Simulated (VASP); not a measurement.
The input files of a VASP run:

**INCAR**
```
SYSTEM = SiC
PREC = Accurate; ENCUT = 620; LREAL = F
LASPH = T
EDIFF = 1E-6; NELM = 100; ALGO = Normal
ISMEAR = 0; SIGMA = 0.05
GGA = PS
IBRION = 2; NSW = 40; ISIF = 3
EDIFFG = -0.02; PSTRESS = 100
LWAVE = F; LCHARG = F
```

File POSCAR:
```
SiC
1
    0.0000000000     2.1634000247     2.1634000247
    2.1634000247     0.0000000000     2.1634000247
    2.1634000247     2.1634000247     0.0000000000
Si C
1 1
Direct
  0.0000000000   0.0000000000   0.0000000000
  0.2500000000   0.2500000000   0.2500000000
```

File KPOINTS:
```
Regular mesh
0
Gamma
10 10 10
0 0 0
```

POTCAR, in this order: Si C (PBE.64 set). Program: vasp_std.

Task: Write an equivalent input for Quantum ESPRESSO's pw.x.

Result: One equivalent input (not run):
```
&CONTROL
  calculation = 'vc-relax'
  pseudo_dir = './pseudo'
  outdir = './out'
  tprnfor = .true.
  tstress = .true.
  nstep = 40
  forc_conv_thr = 0.00078
/
&SYSTEM
  ibrav = 0
  nat = 2
  ntyp = 2
  ecutwfc = 82
  occupations = 'smearing'
  smearing = 'gaussian'
  degauss = 0.003675
  input_dft = 'pbesol'
/
&ELECTRONS
  conv_thr = 7.3e-08
  electron_maxstep = 100
/
&IONS
/
&CELL
  press = 100
/
ATOMIC_SPECIES
  Si 28.085 Si.upf
  C 12.011 C.upf
CELL_PARAMETERS angstrom
     0.0000000    2.1634000    2.1634000
     2.1634000    0.0000000    2.1634000
     2.1634000    2.1634000    0.0000000
ATOMIC_POSITIONS crystal
  Si   0.0000000  0.0000000  0.0000000
  C    0.2500000  0.2500000  0.2500000
K_POINTS automatic
  10 10 10 0 0 0
```
Limits of the translation: the potentials are each code's own (VASP's PAW set, PseudoDojo norm-conserving files in pw.x), so ENCUT and ecutwfc are chosen apart and not converted; conv_thr bounds pw.x's estimated SCF error, while EDIFF bounds the energy change between steps; forc_conv_thr acts on force components and is met together with etot_conv_thr.

The compound is SiC in the zinc blende structure. This run relaxes it under an external pressure of 10 GPa. Symmetry was kept, so distortions that lower it aren't found.
